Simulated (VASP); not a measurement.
```xyz
4
Lattice="1.5348 -2.6583 0.0000 1.5348 2.6583 0.0000 0.0000 0.0000 5.0403" Properties=species:S:1:pos:R:3 pbc="T T T"
Si     1.5348    -0.8861     2.5182
Si     1.5348     0.8861     5.0383
C      1.5348    -0.8861     4.4122
C      1.5348     0.8861     1.8921
```

Computed with PBE GGA with D3 dispersion (Becke-Johnson damping), VASP's PBE PAW potentials (set 64) (plane waves; VASP). Run with 520 eV cut-off, Gaussian smearing of 0.050 eV, potentials Si C.

Task: Give the energies of bands 3 to 11 at the high-symmetry points, in eV from the valence-band maximum.

Result: 
```
band      Γ      M      K      A      L      H
----  -----  -----  -----  -----  -----  -----
3     -8.73  -7.78  -6.77  -4.46  -8.29  -7.76
4     -1.32  -6.31  -6.26  -4.46  -8.29  -7.76
5     -1.32  -5.45  -6.26  -0.71  -2.45  -5.67
6     -0.12  -3.33  -4.06  -0.71  -2.45  -5.67
7      0.00  -3.30  -4.06  -0.71  -2.34  -1.74
8      0.00  -1.20  -3.85  -0.71  -2.34  -1.74
9      4.86   2.79   2.26   5.95   3.29   5.09
10     6.26   4.22   8.19   5.95   3.29   5.09
11     6.70   6.92   8.88   7.38   5.28   6.02
```

The gap is indirect, 2.26 eV, from the valence maximum at Γ to the conduction minimum at K.

Measured: gap 3.33 eV (computed value off by -1.07 eV), as given by Daiki Deguchi et al., Japanese Journal of Applied Physics (2016), arXiv:1512.06930.

The compound is SiC in the wurtzite structure, the rare 2H polytype. It was relaxed first.
